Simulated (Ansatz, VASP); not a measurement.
# One calculation of CdBr, two programs

```xyz
2
Lattice="0.0000 3.0724 3.0724 3.0724 0.0000 3.0724 3.0724 3.0724 0.0000" Properties=species:S:1:pos:R:3 pbc="T T T"
Cd    0.0000    0.0000    0.0000
Br    3.0724    3.0724    3.0724
```

Change from the starting cell: species swapped into the HoP type (Fm-3m, No. 225).

Alike in both runs: task relaxation of cell and atoms; functional PBE; k mesh 16 × 16 × 16; occupations gaussian, width 0.1 eV; no spin polarisation.

```csv
,VASP,Ansatz
version,VASP 6.6.1,Ansatz 0.2.0
potentials or method,"VASP PAW PBE potentials, release 64 (Cd, Br)","scalar-relativistic, plane waves, PAW"
plane-wave cutoff (eV),600,420
valence electrons in the cell,19,27
```

```tsv
	VASP	Ansatz	Ansatz less VASP
gap on the k mesh at the Fermi level, each at its own relaxed structure (eV)	none	none	-
relaxed volume (Å³/atom)	30.34	30.26	-0.086
relaxed cell length with the largest relative difference (Å)	4.411	4.407	-0.0042
energy change over the relaxation (meV/atom)	-5	-5	+0.4
```

A gap of «none» marks a metal or a gap that the smearing closes. The two sets of potentials don't hold the same shells in valence.

Caveats: an odd number of electrons without spin polarisation forces a metal; a magnetic or distorted state may lie lower.
